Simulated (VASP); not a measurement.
Here is a VASP 6.6.1 calculation.

INCAR

```
SYSTEM = ZnHSBr
PREC     = Accurate       ! precision mode
ENCUT    = 520            ! plane-wave cutoff, eV
EDIFF    = 1E-6           ! SCF threshold, eV
ISMEAR   = 0              ! smearing method
SIGMA    = 0.01           ! smearing width, eV
LREAL    = .FALSE.        ! projectors in reciprocal space
LASPH    = .TRUE.         ! aspherical terms in the spheres
NELM     = 80             ! most SCF steps
ALGO     = Normal         ! electronic algorithm
ISIF     = 2              ! what is computed and relaxed
LWAVE    = .FALSE.        ! write WAVECAR
LCHARG   = .FALSE.        ! write CHGCAR
GGA      = PE             ! functional
IVDW     = 2              ! dispersion correction
LORBIT   = 11             ! projections on sites
```

The input KPOINTS:

```
regular mesh
0
G
  1 1 1
  0 0 0
```

Contents of POSCAR:

```
ZnHSBr
1.0
   11.0000000000      0.0000000000      0.0000000000
    0.0000000000     14.0000000000      0.0000000000
    0.0000000000      0.0000000000     11.0000000000
S Zn Br H
1 1 1 1
Direct
    0.4275954500      0.6015607100      0.4173909100
    0.5008681800      0.4753178600      0.5025000000
    0.5747681800      0.3431321400      0.5887909100
    0.4984227300      0.6598678600      0.4839454500
```

Potentials or basis: VASP PAW PBE potentials, release 64 (S, Zn, Br, H).

The run is started by

```console
$ cat potpaw_PBE.64/S/POTCAR potpaw_PBE.64/Zn/POTCAR potpaw_PBE.64/Br/POTCAR potpaw_PBE.64/H/POTCAR > POTCAR
$ mpirun -np 1 vasp_gam > vasp.out
```

Task: Predict the Hirshfeld charges.

Result: S -0.19; Zn +0.37; Br -0.22; H +0.04 e.

Task: Predict the dispersion energy per atom.

Result: -0.004 eV.

Task: What does it give for the gap between the frontier levels?

Result: 4.13 eV.

Task: What does it give for the largest force?

Result: 0.243 eV/Å.

Forces in eV/Å, atoms in the order of the input:
```
S   -0.070 -0.226 -0.056
Zn   0.000  0.030 -0.001
Br  -0.044  0.092 -0.051
H    0.114  0.103  0.109
```

Expect the measured gap to be larger: semilocal functionals such as PBE lack the derivative discontinuity.
